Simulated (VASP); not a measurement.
Here is the system:

```yaml
crystal:
  lattice:
    - [1.63673, -2.83489, 0.00000]
    - [1.63673, 2.83489, 0.00000]
    - [0.00000, 0.00000, 13.11817]
  atoms:
    - { symbol: Mo, position: [0.33333, 0.66667, 0.25000] }
    - { symbol: Mo, position: [0.66667, 0.33333, 0.75000] }
    - { symbol: Se, position: [0.33333, 0.66667, 0.87695] }
    - { symbol: Se, position: [0.66667, 0.33333, 0.37695] }
    - { symbol: Se, position: [0.66667, 0.33333, 0.12305] }
    - { symbol: Se, position: [0.33333, 0.66667, 0.62305] }
```

All values below come from PBEsol GGA, VASP's PBE PAW potentials (set 64) (plane waves; VASP). Settings: 520 eV cut-off, Gaussian smearing of 0.050 eV, potentials Mo_sv Se.

Without a dispersion term in the relaxation, distances and binding between the weakly bound layers, chains or molecules are unreliable, and so is what depends on them.

Q: Give the energies of bands 17 to 30 at the high-symmetry points, in eV from the valence-band maximum.

A: 
```
band      Γ      M      K      A      L      H
----  -----  -----  -----  -----  -----  -----
17    -2.47  -4.54  -4.56  -2.46  -4.20  -4.42
18    -2.46  -3.94  -4.29  -2.46  -4.20  -4.42
19    -2.46  -3.15  -3.73  -2.35  -3.12  -3.98
20    -1.46  -3.08  -3.73  -2.35  -3.12  -3.98
21    -1.46  -2.41  -3.52  -1.44  -2.31  -3.16
22    -1.42  -2.18  -3.52  -1.44  -2.31  -3.16
23    -1.42  -1.12  -2.36  -1.44  -1.08  -2.51
24    -1.09  -1.05  -2.36  -1.44  -1.08  -2.51
25    -0.89  -1.03  -0.42  -0.20  -0.93  -0.34
26     0.00  -0.82  -0.23  -0.20  -0.93  -0.34
27     2.62   1.67   1.25   2.64   1.69   1.25
28     2.65   1.71   1.25   2.64   1.69   1.25
29     2.68   1.92   1.73   2.64   2.10   2.18
30     2.74   2.25   2.71   2.64   2.10   2.18
```

The gap is indirect, 0.87 eV, from the valence maximum at Γ to the conduction minimum at K-Γ at 0.44.

Measured: gap 1.09 eV (computed value off by -0.22 eV), as given by Li et al., (2013), arXiv:1302.0733.

The compound is MoSe2 in the 2H layered structure. It was relaxed first.
